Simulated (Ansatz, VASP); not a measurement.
# MoS2 in two plane-wave programs, part 2 of 2

Wanted: the spread between two codes on one cell, functional and k mesh.

VASP 6.6.1 and Ansatz 0.2.0.

So far. Step 3 (Ansatz: single point, PBEsol): The run ends at a pressure of -2.96 GPa, with forces up to 0.31 eV/Å.

## 6. VASP: relaxation of cell and atoms, r2SCAN with rVV10

Level of this step: r2SCAN with rVV10, no spin polarisation; plane waves and PAW (Mo_sv, S) (VASP).

The relaxed volume is the usual yardstick between codes: its relative difference is about their pressure difference at one cell divided by the bulk modulus.

INCAR reads:

```
SYSTEM = MoS2
PREC = Accurate
ENCUT = 450
EDIFF = 1E-07
NELM = 100
ISMEAR = 0
SIGMA = 0.03
LREAL = .FALSE.
ALGO = Normal
METAGGA = R2SCAN
LUSE_VDW = .TRUE.
IVDW_NL = 2
BPARAM = 11.95
CPARAM = 0.0093
LASPH = .TRUE.
NBANDS = 32
LORBIT = 11
LWAVE = .FALSE.
LCHARG = .FALSE.
KPAR = 4
IBRION = 2
NSW = 50
ISIF = 3
EDIFFG = -0.002
```

POSCAR reads:

```
MoS2
1.0
    3.1690000000      0.0000000000      0.0000000000
   -1.5845000000      2.7444345046      0.0000000000
    0.0000000000      0.0000000000     12.3240000000
Mo S
2 4
Direct
    0.6666666667      0.3333333333      0.7500000000
    0.3333333333      0.6666666667      0.2500000000
    0.6666666667      0.3333333333      0.3770000000
    0.3333333333      0.6666666667      0.8770000000
    0.6666666667      0.3333333333      0.1230000000
    0.3333333333      0.6666666667      0.6230000000
```

KPOINTS reads:

```
Automatic mesh
0
Gamma
8 8 2
0 0 0
```

Potentials, in the order of the species: Mo_sv and S (PBE family, release 64).

The run is started by

```console
$ mpirun -np 4 vasp_std
```

Numbers of over 12 decimals in the logs are rounded to 6 here.

Log:

```text
[banner, memory and clock lines left out]
running    4 mpi-ranks, on    1 nodes
[...]
|                                                                             |
|               ----> ADVICE to this user running VASP <----                  |
|                                                                             |
|     You have switched on vdW-DFT.                                           |
|     This routine was written and supplied by Jiri Klimes. We recommend      |
|     that you carefully read and cite the following publications:            |
|       J. Klimes, D.R. Bowler, A. Michelides                                 |
|          J. Phys.: Cond Matt. 22 022201 (2010)                              |
|       J. Klimes, D.R. Bowler, A. Michelides                                 |
|          Phys. Rev. B. 83, 195131 (2011)                                    |
|     and references therein.                                                 |
|                                                                             |

[...]
DAV:   7    -0.891019395816E+02   -0.26036E-05   -0.13362E-05  1432   0.215E-02    0.347E-03
Total rVV10 correction in eV:      0.9533630    53.8668644
Total rVV10 correction in eV:      0.9533630    53.8668644
Total rVV10 correction in eV:      0.9533630    53.8668644
Total rVV10 correction in eV:      0.9533630    53.8668644
DAV:   8    -0.891019391358E+02    0.44578E-06   -0.10785E-06  1424   0.560E-03    0.252E-03
Total rVV10 correction in eV:      0.9533529    53.8668644
Total rVV10 correction in eV:      0.9533529    53.8668644
Total rVV10 correction in eV:      0.9533529    53.8668644
Total rVV10 correction in eV:      0.9533529    53.8668644
DAV:   9    -0.891019391458E+02   -0.99853E-08   -0.50976E-08   832   0.154E-03
Total rVV10 correction in eV:      0.9533508    53.8668644
Total rVV10 correction in eV:      0.9533508    53.8668644
Total rVV10 correction in eV:      0.9533508    53.8668644
Total rVV10 correction in eV:      0.9533508    53.8668644
Total rVV10 correction in eV:      0.9533521    53.8668644
Total rVV10 correction in eV:      0.9533521    53.8668644
Total rVV10 correction in eV:      0.9533521    53.8668644
Total rVV10 correction in eV:      0.9533521    53.8668644
   9 F= -.89101939E+02 E0= -.89101939E+02  d E =-.154580E-02
[...]
reached required accuracy - stopping structural energy minimisation
```

From OUTCAR (step 6):

```text
  Total        0.0105126      0.0105126      0.0009895     -0.0000000      0.0000000      0.0000000
  in kB        0.1555801      0.1555801      0.0146440     -0.0000000      0.0000000      0.0000000
  external PRESSURE =       0.1086014 kB  Pullay stress =       0.0000000 kB

 POSITION                                       TOTAL-FORCE (eV/Angst)
 -----------------------------------------------------------------------------------
      1.58704      0.91628      9.30596        -0.000000     -0.000000      0.000000
     -0.00000      1.83256      3.10199         0.000000      0.000000      0.000000
      1.58704      0.91628      4.65790         0.000000      0.000000      0.000801
     -0.00000      1.83256     10.86187        -0.000000      0.000000      0.000801
      1.58704      0.91628      1.54608         0.000000      0.000000     -0.000801
     -0.00000      1.83256      7.75005        -0.000000     -0.000000     -0.000801
 -----------------------------------------------------------------------------------
    total drift:                               -0.000000      0.000000     -0.000000

  FREE ENERGIE OF THE ION-ELECTRON SYSTEM (eV)
  ---------------------------------------------------
  free  energy   TOTEN  =       -89.1019391458 eV

  energy  without entropy=      -89.1019391458  energy(sigma->0) =      -89.10193915

 reached required accuracy - stopping structural energy minimisation

[... 1 part as in an earlier step ...]

[... 2 further parts left out ...]
[key lines of the parts left out:]
E-fermi :   7.4465
```

The run keeps the 24 symmetry operations of its start, so it cannot find a distortion of lower symmetry.

## 7. Ansatz: relaxation of cell and atoms, r2SCAN with rVV10

The same cell, functional, mesh and smearing now go to Ansatz, which takes its cutoff from its data sets.

The cell is taken from a series of VASP runs on this material, whose earlier steps may have relaxed, scaled or displaced it; both programs get it as it stands.

input.yaml reads:

```yaml
crystal:
  lattice:
    - [3.169, 0.0, 0.0]
    - [-1.5845, 2.7444345046, 0.0]
    - [0.0, 0.0, 12.324]
  atoms:
    - { symbol: Mo, position: [0.6666666667, 0.3333333333, 0.75] }
    - { symbol: Mo, position: [0.3333333333, 0.6666666667, 0.25] }
    - { symbol: S, position: [0.6666666667, 0.3333333333, 0.377] }
    - { symbol: S, position: [0.3333333333, 0.6666666667, 0.877] }
    - { symbol: S, position: [0.6666666667, 0.3333333333, 0.123] }
    - { symbol: S, position: [0.3333333333, 0.6666666667, 0.623] }
hamiltonian:
  xc: r2scan
  pseudopotentials: { kind: paw }
  dispersion: rvv10
kpoints:
  mp_grid: { grid: [8, 8, 2] }
scf:
  occupations: { method: gaussian, width: 0.03 }
relax:
  f_tol: 0.01
  max_steps: 60
  cell: { stress_tol: 0.05 }
output:
  forces: true
  stress: true
```

The run is started by

```console
$ ansatz run input.yaml --threads 4 --pin off --max-ram 9216MiB --backend cpu --events-out ev --progress --plain --runs-dir out
```

Log:

```text
[...]
Crystal: 6 atoms, lattice volume = 107.183 Å³
Basis set: ecut = 500 eV, 2739 PW (Γ), exchange–correlation on 108×108×432 points (64 copies of the dense FFT grid, shifted against one another)
Bands: 32, of which v1, the nominal top of the filled ones, is band 26 counted from 1 (25 counted from 0)
Symmetry: 24 space group operations
[...]
k-points: 20 of 128
[...]
cell:  # Å, volume = 108.4366 Å³
    - [3.173095, 0, 0]
    - [-1.586547, 2.747981, 0]
    - [0, 0, 12.435958]
  atoms:
    - { symbol: Mo, position: [0.666667, 0.333333, 0.750000] }
    - { symbol: Mo, position: [0.333333, 0.666667, 0.25] }
    - { symbol: S, position: [0.666667, 0.333333, 0.375099] }
    - { symbol: S, position: [0.333333, 0.666667, 0.875099] }
    - { symbol: S, position: [0.666667, 0.333333, 0.124901] }
    - { symbol: S, position: [0.333333, 0.666667, 0.624901] }
[key lines of the parts left out:]
SCF converged after 5 iterations
Free energy (F): -13559.198330 eV
Fermi energy:    11.146603 eV
P = ⅓ Tr σ = -0.0040 GPa (-0.040 kbar)
```

It took 21 s on 4 threads of Arm Neoverse V1, shared host; peak memory 0.81 GiB; 80 s of CPU time.

## 8. Side by side

What differs besides the data sets and the points named for the pairs above, as far as they apply: VASP keeps PBE cores, Ansatz makes them for the functional; both relaxations stop at a tolerance, which leaves soft axes loose, and VASP keeps its plane-wave basis; the cutoff is 500 eV in Ansatz and 450 eV in VASP; Ansatz adds a Pulay correction to the stress that steers its cell, VASP none. Total energies have different zeros and are not compared.

Both answers:

```csv
quantity,Ansatz,VASP,difference
volume (Å³),108.44,108.26,+0.16 %
"edge a after relaxation, in the typed setting (Å)",3.173,3.174,-0.03 %
"edge c after relaxation, in the typed setting (Å)",12.436,12.408,+0.23 %
```

The walks stopped with 0.00 GPa left in Ansatz and 0.01 GPa in VASP; each walk ends within a tolerance, so the volume difference is uncertain by about these residues over the bulk modulus, most in soft cells.

## 9. Results

| Quantity | Value |
| --- | --- |
| r.m.s. force difference (single point, PBEsol) | 1.3 meV/Å |
| difference in edge c after relaxation, in the typed setting (relaxation of cell and atoms, r2SCAN with rVV10) | 0.23 % |

In words: The difference in edge c after relaxation, in the typed setting is 0.23 % (relaxation of cell and atoms, r2SCAN with rVV10), within the 1.2 % picked in this series as the mark of a large difference, as far as the stopping tolerances let one tell. Single point, PBEsol, Ansatz's all-electron LAPW method: the difference in gap on the k mesh goes from -0.011 to -0.0071 eV. How closely two codes agree says nothing of how well the functional describes the real material.

[Lines on the potential files, build, host, timing and source positions are cut from VASP's logs without a mark.]

[Logs are printed without paths, hosts, clocks, repeated set-up lines and the standing remarks that a program may print on its own settings, such as how far it seeks lower states.]

[Hosts, paths, dates, database ids (printed as entryN), source tags and the programs' standing remarks are cut or masked in the printed files.]
